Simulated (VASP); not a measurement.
## Ge under strain

Aim: follow the pressure of Ge through compression, expansion and shear. All runs use LDA. Left out of this account: at least 2 further runs (bands with LDA: it ended just at its time limit, and its output was not read; fields: a reference on another mesh). The start is a computed cell from the Materials Project.

Method: LDA; plane waves and PAW (Ge_d), in VASP 6.6.1.

This is a report of a sequence of runs, with most program output left out.

The starting crystal is not the ambient structure of Ge (diamond type); it is a model or a phase of other conditions.

## Step 1: The starting structure

The structure is orthorhombic, space group Imma (No. 74). Conventional cell: a = 4.992 Å, b = 5.302 Å, c = 2.874 Å, α = 90.00°, β = 90.00°, γ = 90.00°. Nearest to Ge lie 6 Ge at 2.68 to 2.87 Å.

Structure file:

```
Ge
1.0
    -2.49590    2.65086    1.43695
     2.49590   -2.65086    1.43695
     2.49590    2.65086   -1.43695
Ge
2
Direct
  0.18594 0.93594 0.25000
  0.81406 0.06406 0.75000
```

## Step 2: Bands, cell as listed

Levels along the symmetry lines show where the bands peak and cross; KPOINTS_OPT computes them in the converged potential. LDA, the lowest rung, knows the local density alone.

Contents of INCAR:

```
SYSTEM = Ge
PREC = Accurate
ENCUT = 410
EDIFF = 1E-06
NELM = 100
ISMEAR = -1
SIGMA = 0.05
LREAL = .FALSE.
ALGO = Normal
GGA = CA
NBANDS = 26
LORBIT = 11
LWAVE = .FALSE.
LCHARG = .FALSE.
KPAR = 2
```

Contents of POSCAR:

```
Ge
1.0
   -2.4958980000      2.6508630000      1.4369470000
    2.4958980000     -2.6508630000      1.4369470000
    2.4958980000      2.6508630000     -1.4369470000
Ge
2
Direct
    0.1859430000      0.9359430000      0.2500000000
    0.8140570000      0.0640570000      0.7500000000
```

Contents of KPOINTS:

```
Automatic mesh
0
Gamma
15 15 15
0 0 0
```

Contents of KPOINTS_OPT:

```
Line mode
16
Line-mode
Reciprocal
  0.00000000   0.00000000   0.00000000 GAMMA
  0.32345933   0.32345933  -0.32345933 X

  0.32345933   0.32345933  -0.32345933 X
  0.29508451   0.35183414  -0.29508451 L

  0.29508451   0.35183414  -0.29508451 L
  0.00000000   0.50000000   0.00000000 T

  0.00000000   0.50000000   0.00000000 T
  0.25000000   0.25000000   0.25000000 W

  0.25000000   0.25000000   0.25000000 W
  0.50000000   0.00000000   0.00000000 R

  0.50000000   0.00000000   0.00000000 R
  0.67654067  -0.32345933   0.32345933 X1

  0.67654067  -0.32345933   0.32345933 X1
  0.50000000  -0.50000000   0.50000000 Z

  0.50000000  -0.50000000   0.50000000 Z
  0.00000000   0.00000000   0.00000000 GAMMA

  0.00000000   0.00000000   0.00000000 GAMMA
 -0.47162518   0.47162518   0.47162518 Y

 -0.47162518   0.47162518   0.47162518 Y
  0.00000000   0.00000000   0.50000000 S

  0.00000000   0.00000000   0.50000000 S
  0.25000000   0.25000000   0.25000000 W

 -0.29508451   0.64816586   0.29508451 L1
 -0.47162518   0.47162518   0.47162518 Y

  0.47162518  -0.47162518   0.52837482 Y1
  0.50000000  -0.50000000   0.50000000 Z
```

PAW data sets: Ge_d (LDA family, release 64).

The run is started by

```sh
mpirun -np 2 vasp_std
```

Wall time 6.5 min (2 MPI ranks of AMD EPYC 7R43, shared host); peak memory 0.96 GiB.

Spin-orbit coupling is off here; it would split degenerate levels. At this level the cell is under a tension of 4.7 GPa, so at these settings it is away from equilibrium.

Numbers from this step:

```
SCF cycles                             : 10
electrons                              : 28
bands                                  : 26
irreducible k-points                   : 512
symmetry operations                    : 8
free energy (TOTEN)                    : -9.986 eV
energy at zero smearing                : -9.983 eV
Fermi energy                           : 6.222 eV
pressure                               : -4.700 GPa
metallic, judged on the points sampled : yes
```

Electronic bands along the path, in eV, zero at the Fermi level; # counts the bands kept in this run:

```
          point      #1      #2     #3     #4     #5    #6     #7     #8
              Γ  -13.07   -3.88  -2.31  -1.86   3.58  6.91   7.11   7.82
0.53 of the way  -10.98   -2.59  -0.97  -0.44  -0.36  0.17   2.90   4.82
              X   -7.46   -6.59  -3.69  -3.60  -3.24  3.65   5.62   7.45
0.53 of the way   -7.46   -6.60  -3.70  -3.68  -3.11  3.60   5.67   7.42
              L   -7.47   -6.63  -3.83  -3.67  -2.89  3.48   5.80   7.35
0.47 of the way   -7.89   -5.91  -4.65  -2.62   0.00  0.79   4.86   6.44
              T   -8.20   -5.86  -3.48  -2.21  -1.74  3.24   3.99   6.53
0.47 of the way   -7.93   -5.90  -4.59  -2.93   0.25  4.25   4.45   6.12
              W   -7.00   -7.00  -4.24  -4.24   3.86  3.86   5.12   5.12
0.47 of the way   -7.69   -6.78  -3.82  -3.01   2.09  3.51   3.64   4.35
              R   -8.04   -6.95  -1.94  -1.52  -0.73  1.56   3.18   4.30
0.53 of the way   -7.76   -6.67  -3.51  -2.08  -1.26  1.44   3.53   7.33
             X1   -7.46   -6.59  -3.69  -3.60  -3.24  3.65   5.62   7.45
0.53 of the way   -8.65   -7.83  -5.29  -5.01   0.39  7.89   9.59  10.52
              Z   -9.10   -8.23  -5.77  -5.52   4.39  6.90  10.61  11.14
0.53 of the way  -11.96   -6.79  -4.17   0.09   3.31  5.65   7.64   7.72
              Γ  -13.07   -3.88  -2.31  -1.86   3.58  6.91   7.11   7.82
0.47 of the way  -11.93   -7.27  -4.04   1.70   3.27  6.08   7.58   7.86
              Y   -9.08   -8.38  -5.75  -5.34   4.40  6.91  10.55  10.97
0.47 of the way   -9.78   -9.66  -3.70  -2.74   4.98  6.60   7.62   7.64
              S  -10.33  -10.33   0.69   0.69   2.28  2.28   6.71   6.71
0.47 of the way   -9.40   -9.40   0.15   0.15   2.28  2.28   3.51   3.51
              W   -7.00   -7.00  -4.24  -4.24   3.86  3.86   5.12   5.12
     jump to L1   -7.47   -6.63  -3.83  -3.67  -2.89  3.48   5.80   7.35
0.53 of the way   -8.63   -7.96  -5.28  -4.84   0.41  7.77   9.64  10.46
              Y   -9.08   -8.38  -5.75  -5.34   4.40  6.91  10.55  10.97
```

Force by atom:

```
atom  x (eV/Å)  y (eV/Å)  z (eV/Å)    size
 Ge1    0.0000    0.0000   -0.0515  0.0515
 Ge2    0.0000    0.0000    0.0515  0.0515
```

There is no gap at this level.

## Step 3: Bands, volume times 1.04

The cell is expanded evenly, with fractional positions held.

INCAR is that of step 2.

Contents of POSCAR:

```
Ge
1.0
   -2.5287425297      2.6857467767      1.4558563658
    2.5287425297     -2.6857467767      1.4558563658
    2.5287425297      2.6857467767     -1.4558563658
Ge
2
Direct
    0.1859430000      0.9359430000      0.2500000000
    0.8140570000      0.0640570000      0.7500000000
```

KPOINTS is that of step 2.

KPOINTS_OPT is that of step 2.

The run is started by

```sh
mpirun -np 2 vasp_std
```

It took 5.6 min on 2 MPI ranks; peak memory 0.99 GiB; 11 min of CPU time.

Numbers from this step:

```
free energy (TOTEN)     : -9.935 eV
energy at zero smearing : -9.932 eV
Fermi energy            : 5.802 eV
pressure                : -6.937 GPa
```

The electronic bands at the labelled points (eV, zero at the Fermi level; # counts the bands kept in this run):

```
          point      #1      #2     #3     #4     #5    #6     #7     #8
              Γ  -12.75   -4.03  -2.19  -1.76   3.66  6.69   6.84   7.52
0.53 of the way  -10.73   -2.83  -0.92  -0.39  -0.33  0.16   2.89   4.83
              X   -7.42   -6.55  -3.51  -3.42  -3.07  3.42   5.47   7.33
0.53 of the way   -7.42   -6.56  -3.51  -3.50  -2.95  3.37   5.52   7.30
              L   -7.43   -6.58  -3.64  -3.49  -2.74  3.26   5.64   7.23
0.47 of the way   -7.82   -5.85  -4.47  -2.49   0.00  0.74   4.85   6.22
              T   -8.11   -5.69  -3.54  -2.09  -1.65  3.31   3.87   6.30
0.47 of the way   -7.85   -5.81  -4.46  -2.78   0.21  4.12   4.46   5.90
              W   -6.95   -6.95  -4.04  -4.04   3.70  3.70   4.94   4.94
0.53 of the way   -7.68   -6.71  -3.48  -2.64   1.61  3.26   3.27   4.15
              R   -7.93   -6.83  -1.93  -1.45  -0.67  1.61   3.05   4.12
0.53 of the way   -7.69   -6.57  -3.38  -1.96  -1.18  1.30   3.49   7.14
             X1   -7.42   -6.55  -3.51  -3.42  -3.07  3.42   5.47   7.33
0.53 of the way   -8.53   -7.75  -5.06  -4.78   0.42  7.53   9.24  10.12
              Z   -8.96   -8.14  -5.51  -5.28   4.26  6.74  10.18  10.66
0.47 of the way  -11.35   -7.07  -4.26  -0.89   4.12  5.21   7.41   8.53
              Γ  -12.75   -4.03  -2.19  -1.76   3.66  6.69   6.84   7.52
0.47 of the way  -11.64   -7.19  -3.85   1.64   3.09  5.88   7.33   7.72
              Y   -8.95   -8.27  -5.49  -5.11   4.28  6.75  10.13  10.50
0.47 of the way   -9.59   -9.46  -3.55  -2.65   4.84  6.40   7.32   7.39
              S  -10.10  -10.10   0.70   0.70   2.17  2.17   6.50   6.50
0.47 of the way   -9.20   -9.20   0.15   0.15   2.19  2.19   3.42   3.42
              W   -6.95   -6.95  -4.04  -4.04   3.70  3.70   4.94   4.94
     jump to L1   -7.43   -6.58  -3.64  -3.49  -2.74  3.26   5.64   7.23
0.47 of the way   -8.38   -7.76  -4.90  -4.49  -0.18  6.94   8.89   9.94
              Y   -8.95   -8.27  -5.49  -5.11   4.28  6.75  10.13  10.50
```

Force by atom:

```
atom  x (eV/Å)  y (eV/Å)  z (eV/Å)    size
 Ge1    0.0000    0.0000   -0.0504  0.0504
 Ge2    0.0000    0.0000    0.0504  0.0504
```

 The pressure is -6.94 GPa.

Of the bands kept, 4 cross the Fermi level on this path.

## Step 4: Bands, volume times 1.08

INCAR is that of step 3.

Contents of POSCAR:

```
Ge
1.0
   -2.5607553272      2.7197471808      1.4742868840
    2.5607553272     -2.7197471808      1.4742868840
    2.5607553272      2.7197471808     -1.4742868840
Ge
2
Direct
    0.1859430000      0.9359430000      0.2500000000
    0.8140570000      0.0640570000      0.7500000000
```

KPOINTS is that of step 3.

KPOINTS_OPT is that of step 3.

The run is started by

```sh
mpirun -np 2 vasp_std
```

Wall time 6.8 min (2 MPI ranks); peak memory 1 GiB.

This step gave:

- free energy (TOTEN): -9.866 eV
- energy at zero smearing: -9.862 eV
- Fermi energy: 5.413 eV
- pressure: -8.698 GPa

Electronic bands along the path, in eV, zero at the Fermi level; # counts the bands kept in this run:

```
          point      #1     #2     #3     #4     #5    #6    #7     #8
              Γ  -12.45  -4.16  -2.09  -1.68   3.73  6.48  6.59   7.24
0.47 of the way  -10.95  -3.12  -0.91  -0.67   0.38  1.01  3.61   5.22
              X   -7.38  -6.51  -3.34  -3.25  -2.92  3.20  5.34   7.21
0.53 of the way   -7.39  -6.52  -3.34  -3.34  -2.80  3.16  5.38   7.18
              L   -7.39  -6.53  -3.47  -3.33  -2.60  3.06  5.49   7.12
0.47 of the way   -7.75  -5.81  -4.30  -2.36   0.00  0.70  4.84   6.01
              T   -8.03  -5.55  -3.58  -1.99  -1.57  3.37  3.75   6.07
0.47 of the way   -7.78  -5.76  -4.32  -2.64   0.18  3.99  4.46   5.69
              W   -6.91  -6.91  -3.85  -3.85   3.56  3.56  4.77   4.77
0.47 of the way   -7.53  -6.63  -3.54  -2.73   1.98  3.19  3.51   4.03
              R   -7.84  -6.72  -1.92  -1.38  -0.61  1.64  2.92   3.96
0.47 of the way   -7.66  -6.54  -3.13  -1.65  -0.72  0.91  3.13   6.86
             X1   -7.38  -6.51  -3.34  -3.25  -2.92  3.20  5.34   7.21
0.47 of the way   -8.30  -7.58  -4.70  -4.43  -0.15  6.74  8.52   9.64
              Z   -8.84  -8.06  -5.28  -5.05   4.15  6.59  9.79  10.21
0.47 of the way  -11.10  -7.02  -4.07  -0.85   3.95  5.06  7.18   8.45
              Γ  -12.45  -4.16  -2.09  -1.68   3.73  6.48  6.59   7.24
0.47 of the way  -11.38  -7.13  -3.67   1.58   2.93  5.70  7.09   7.47
              Y   -8.82  -8.17  -5.26  -4.90   4.16  6.60  9.74  10.06
0.47 of the way   -9.41  -9.28  -3.41  -2.56   4.70  6.22  7.03   7.17
              S   -9.89  -9.89   0.71   0.71   2.06  2.06  6.29   6.29
0.47 of the way   -9.02  -9.02   0.14   0.14   2.11  2.11  3.34   3.34
              W   -6.91  -6.91  -3.85  -3.85   3.56  3.56  4.77   4.77
     jump to L1   -7.39  -6.53  -3.47  -3.33  -2.60  3.06  5.49   7.12
0.47 of the way   -8.28  -7.68  -4.69  -4.29  -0.13  6.63  8.58   9.59
              Y   -8.82  -8.17  -5.26  -4.90   4.16  6.60  9.74  10.06
```

 The pressure is -8.70 GPa.

Of the bands kept, 4 cross the Fermi level on this path.

## Step 5: Bands, sheared, principal strains -1.6, -0.6, +2.3 %

The mesh alone shows little of the dispersion and can miss band extrema, so KPOINTS_OPT adds a path through the symmetry points after the self-consistent cycle.

INCAR is that of step 4.

Contents of POSCAR:

```
Ge
1.0
   -2.4758510000      2.6925730000      1.3793560000
    2.4960030000     -2.7237440000      1.4718630000
    2.4511820000      2.7005160000     -1.4368600000
Ge
2
Direct
    0.1859430000      0.9359430000      0.2500000000
    0.8140570000      0.0640570000      0.7500000000
```

KPOINTS is that of step 4.

Contents of KPOINTS_OPT:

```
Line mode
16
Line-mode
Reciprocal
  0.00000000   0.00000000   0.50000000 X
  0.00000000   0.00000000   0.00000000 GAMMA

  0.00000000   0.00000000   0.00000000 GAMMA
  0.50000000  -0.50000000   0.00000000 Y

  0.50000000  -0.50000000   0.50000000 L
  0.00000000   0.00000000   0.00000000 GAMMA

  0.00000000   0.00000000   0.00000000 GAMMA
  0.00000000   0.50000000  -0.50000000 Z

  0.00000000   0.50000000   0.00000000 N
  0.00000000   0.00000000   0.00000000 GAMMA

  0.00000000   0.00000000   0.00000000 GAMMA
  0.50000000   0.00000000  -0.50000000 M

  0.50000000   0.00000000   0.00000000 R
  0.00000000   0.00000000   0.00000000 GAMMA
```

The run is started by

```sh
mpirun -np 2 vasp_std
```

Wall time 11 min (2 MPI ranks).

The run was cut off at its time limit.

More ranks or a longer limit might have been enough; this was not tried.

## Step 6: Bands, volume times 0.96

The cell is compressed evenly, with fractional positions held.

INCAR is that of step 5.

Contents of POSCAR:

```
Ge
1.0
   -2.4621655136      2.6150361352      1.4175264166
    2.4621655136     -2.6150361352      1.4175264166
    2.4621655136      2.6150361352     -1.4175264166
Ge
2
Direct
    0.1859430000      0.9359430000      0.2500000000
    0.8140570000      0.0640570000      0.7500000000
```

KPOINTS is that of step 5.

Contents of KPOINTS_OPT:

```
Line mode
16
Line-mode
Reciprocal
  0.00000000   0.00000000   0.00000000 GAMMA
  0.32345933   0.32345933  -0.32345933 X

  0.32345933   0.32345933  -0.32345933 X
  0.29508451   0.35183414  -0.29508451 L

  0.29508451   0.35183414  -0.29508451 L
  0.00000000   0.50000000   0.00000000 T

  0.00000000   0.50000000   0.00000000 T
  0.25000000   0.25000000   0.25000000 W

  0.25000000   0.25000000   0.25000000 W
  0.50000000   0.00000000   0.00000000 R

  0.50000000   0.00000000   0.00000000 R
  0.67654067  -0.32345933   0.32345933 X1

  0.67654067  -0.32345933   0.32345933 X1
  0.50000000  -0.50000000   0.50000000 Z

  0.50000000  -0.50000000   0.50000000 Z
  0.00000000   0.00000000   0.00000000 GAMMA

  0.00000000   0.00000000   0.00000000 GAMMA
 -0.47162518   0.47162518   0.47162518 Y

 -0.47162518   0.47162518   0.47162518 Y
  0.00000000   0.00000000   0.50000000 S

  0.00000000   0.00000000   0.50000000 S
  0.25000000   0.25000000   0.25000000 W

 -0.29508451   0.64816586   0.29508451 L1
 -0.47162518   0.47162518   0.47162518 Y

  0.47162518  -0.47162518   0.52837482 Y1
  0.50000000  -0.50000000   0.50000000 Z
```

The run is started by

```sh
mpirun -np 2 vasp_std
```

The job ended after 6 min (2 MPI ranks; peak memory 0.92 GiB).

This step gave:

| Quantity | Value |
| --- | --- |
| free energy (TOTEN) | -10.01 eV |
| energy at zero smearing | -10.01 eV |
| Fermi energy | 6.680 eV |
| pressure | -1.872 GPa |

The electronic bands at the labelled points (eV, zero at the Fermi level; # counts the bands kept in this run):

```
          point      #1      #2     #3     #4     #5    #6     #7     #8
              Γ  -13.43   -3.74  -2.43  -1.97   3.49  7.14   7.40   8.13
0.47 of the way  -11.76   -2.45  -1.08  -0.85   0.35  1.18   3.73   5.09
              X   -7.51   -6.65  -3.89  -3.80  -3.42  3.91   5.76   7.58
0.47 of the way   -7.51   -6.66  -3.88  -3.88  -3.31  3.87   5.81   7.55
              L   -7.52   -6.69  -4.04  -3.87  -3.06  3.72   5.97   7.47
0.53 of the way   -8.04   -5.96  -4.76  -2.60  -0.15  1.12   4.51   6.81
              T   -8.30   -6.06  -3.40  -2.33  -1.85  3.16   4.12   6.79
0.53 of the way   -7.94   -6.06  -4.85  -3.27   0.73  4.47   4.74   6.22
              W   -7.06   -7.06  -4.46  -4.46   4.02  4.02   5.32   5.32
0.47 of the way   -7.80   -6.89  -3.98  -3.16   2.15  3.68   3.70   4.54
              R   -8.16   -7.10  -1.94  -1.59  -0.81  1.50   3.32   4.48
0.53 of the way   -7.86   -6.78  -3.65  -2.22  -1.34  1.59   3.57   7.52
             X1   -7.51   -6.65  -3.89  -3.80  -3.42  3.91   5.76   7.58
0.47 of the way   -8.64   -7.79  -5.41  -5.10  -0.32  7.80   9.48  10.76
              Z   -9.25   -8.33  -6.04  -5.79   4.51  7.06  11.06  11.65
0.47 of the way  -11.93   -7.19  -4.69  -1.00   4.50  5.54   7.89   8.70
              Γ  -13.43   -3.74  -2.43  -1.97   3.49  7.14   7.40   8.13
0.47 of the way  -12.25   -7.36  -4.25   1.76   3.46  6.28   7.83   7.94
              Y   -9.23   -8.50  -6.02  -5.58   4.53  7.08  11.00  11.48
0.53 of the way  -10.14  -10.04  -3.35  -2.32   5.28  6.20   7.25   7.77
              S  -10.59  -10.59   0.67   0.67   2.40  2.40   6.94   6.94
0.47 of the way   -9.62   -9.62   0.15   0.15   2.36  2.36   3.60   3.60
              W   -7.06   -7.06  -4.46  -4.46   4.02  4.02   5.32   5.32
     jump to L1   -7.52   -6.69  -4.04  -3.87  -3.06  3.72   5.97   7.47
0.47 of the way   -8.62   -7.94  -5.39  -4.91  -0.29  7.65   9.58  10.68
              Y   -9.23   -8.50  -6.02  -5.58   4.53  7.08  11.00  11.48
```

Force by atom:

```
atom  x (eV/Å)  y (eV/Å)  z (eV/Å)    size
 Ge1    0.0000    0.0000   -0.0516  0.0516
 Ge2    0.0000    0.0000    0.0516  0.0516
```

 The pressure is -1.87 GPa.

Of the bands kept, 4 cross the Fermi level on this path.

## Step 7: Bands, volume times 0.92

The cell is scaled evenly once more. A prediction first. A least-squares parabola for the 4 pressures of evenly scaled cells so far, P = -4.69 -63.1 t +144 t² GPa with t = ln(V/V₁) and V₁ the volume at scale 1, gives 1.57 GPa at t = -0.0834.

INCAR is that of step 6.

Contents of POSCAR:

```
Ge
1.0
   -2.4274825062      2.5781997336      1.3975585961
    2.4274825062     -2.5781997336      1.3975585961
    2.4274825062      2.5781997336     -1.3975585961
Ge
2
Direct
    0.1859430000      0.9359430000      0.2500000000
    0.8140570000      0.0640570000      0.7500000000
```

KPOINTS is that of step 6.

KPOINTS_OPT is that of step 6.

The run is started by

```sh
mpirun -np 2 vasp_std
```

Run time: 5 min. Hardware: 2 MPI ranks; peak memory 0.9 GiB; 9.6 min of CPU time.

This step gave:

```
Fermi energy : 7.180 eV
pressure     : 1.704 GPa
```

The electronic bands at the labelled points (eV, zero at the Fermi level; # counts the bands kept in this run):

```
          point      #1      #2     #3     #4     #5    #6     #7     #8
              Γ  -13.82   -3.58  -2.58  -2.09   3.39  7.38   7.70   8.47
0.53 of the way  -11.57   -2.07  -1.10  -0.54  -0.43  0.21   2.90   4.77
              X   -7.57   -6.72  -4.10  -4.02  -3.63  4.20   5.91   7.70
0.53 of the way   -7.58   -6.74  -4.13  -4.10  -3.48  4.13   5.99   7.67
              L   -7.58   -6.77  -4.27  -4.09  -3.24  3.98   6.15   7.58
0.47 of the way   -8.07   -6.12  -5.03  -2.94  -0.03  0.93   4.84   6.93
              T   -8.42   -6.30  -3.31  -2.47  -1.96  3.07   4.25   7.05
0.47 of the way   -8.14   -6.18  -4.84  -3.27   0.35  4.40   4.54   6.59
              W   -7.14   -7.14  -4.70  -4.70   4.19  4.19   5.52   5.52
0.47 of the way   -7.92   -7.02  -4.14  -3.33   2.20  3.75   3.87   4.74
              R   -8.30   -7.28  -1.94  -1.68  -0.90  1.44   3.48   4.67
0.47 of the way   -8.04   -7.00  -3.63  -2.16  -0.97  1.43   3.24   7.77
             X1   -7.57   -6.72  -4.10  -4.02  -3.63  4.20   5.91   7.70
0.53 of the way   -8.93   -8.01  -5.84  -5.53   0.30  8.69  10.35  11.40
              Z   -9.41   -8.45  -6.35  -6.08   4.64  7.23  11.55  12.21
0.53 of the way  -12.62   -6.91  -4.62   0.03   3.65  6.03   7.75   8.26
              Γ  -13.82   -3.58  -2.58  -2.09   3.39  7.38   7.70   8.47
0.53 of the way  -12.22   -7.88  -4.86   0.68   4.72  6.21   8.00   8.91
              Y   -9.39   -8.64  -6.33  -5.85   4.66  7.24  11.48  12.03
0.47 of the way  -10.25  -10.14  -4.04  -2.96   5.29  6.99   8.16   8.28
              S  -10.88  -10.88   0.65   0.65   2.52  2.52   7.18   7.18
0.53 of the way   -9.56   -9.56  -0.53  -0.53   2.53  2.53   3.89   3.89
              W   -7.14   -7.14  -4.70  -4.70   4.19  4.19   5.52   5.52
     jump to L1   -7.58   -6.77  -4.27  -4.09  -3.24  3.98   6.15   7.58
0.53 of the way   -8.91   -8.19  -5.82  -5.32   0.33  8.55  10.42  11.32
              Y   -9.39   -8.64  -6.33  -5.85   4.66  7.24  11.48  12.03
```

 The pressure is 1.70 GPa. The parabola predicted 1.57 GPa, -0.13 GPa off.

## Step 8: The runs together

| cell | mesh | pressure (GPa) | gap (eV) |
| --- | --- | --- | --- |
| cell as listed | 15×15×15 | -4.70 | none |
| volume times 1.04 | 15×15×15 | -6.94 | none |
| volume times 1.08 | 15×15×15 | -8.70 | none |
| volume times 0.96 | 15×15×15 | -1.87 | none |
| volume times 0.92 | 15×15×15 | 1.70 | none |

## Step 9: Summary of results

```json
{
 "pressure, cell as listed": "-4.70 GPa",
 "pressure, volume times 1.04": "-6.94 GPa",
 "pressure, volume times 1.08": "-8.70 GPa",
 "pressure, volume times 0.96": "-1.87 GPa",
 "pressure, volume times 0.92": "1.70 GPa",
 "bulk modulus at the listed volume, shape and positions held": "63.7 GPa"
}
```

What this shows: The slope of pressure against ln V at the listed volume gives a bulk modulus of 63.7 GPa at fixed shape and positions, above that of a cell free to relax (not that of equilibrium, since the cell bears -4.7 GPa there). The atoms were not relaxed in the changed cells. Not obtained: bands, sheared, principal strains -1.6, -0.6, +2.3 %, since the run ended as timeout. Spin-orbit coupling is left out; it would split some degenerate bands.

[Lines on the potential files, build, host, timing and source positions are cut from VASP's logs without a mark.]

[Logs are printed without paths, hosts, clocks, repeated set-up lines and the standing remarks that a program may print on its own settings, such as how far it seeks lower states.]

[Hosts, paths, dates, database ids (printed as entryN), source tags and the programs' standing remarks are cut or masked in the printed files.]

[A measured line is paired with the nearest computed mode of its activity, which favours agreement.]

[In band tables of VASP the shares of atoms and orbitals are scaled to a sum of 1 inside the atoms' spheres.]
